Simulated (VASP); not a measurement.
Data:

AgCl has the cubic space group Fm-3m (No. 225), the rock salt structure, Pearson symbol cF8. Cell: a = b = c = 5.7650 Å, α = β = γ = 90.00°. Ag on 4a sees 6 Cl at 2.883 Å (octahedral). Cl on 4b has 6 Ag at 2.883 Å (octahedral). (Neighbours: up to the widest gap in distance over summed covalent radii, below 1.35, at either atom; cation-cation and far metal-metal contacts left out.)
(The calculation used a cell of 2 atoms; values per cell refer to that cell.)

The numbers are results of RPBE GGA, VASP's PBE PAW potentials (set 64) (plane waves; VASP), not measurements. Run with 520 eV cut-off, 8×8×8 Γ-centred mesh, Gaussian smearing of 0.050 eV, potentials Ag Cl.

Q: Give the energy at these volumes per atom, relative to the lowest: 22.47, 23.19, 23.91, 24.62, 25.34 Å³.

A: 9.7, 2.4, 0.0, 1.6, 6.6 meV/atom. A third-order Birch-Murnaghan fit gives B0 = 29.6 GPa and B0′ = 5.4.

The compound is AgCl in the rock salt structure. It was relaxed first, which changed the volume by +12 %.
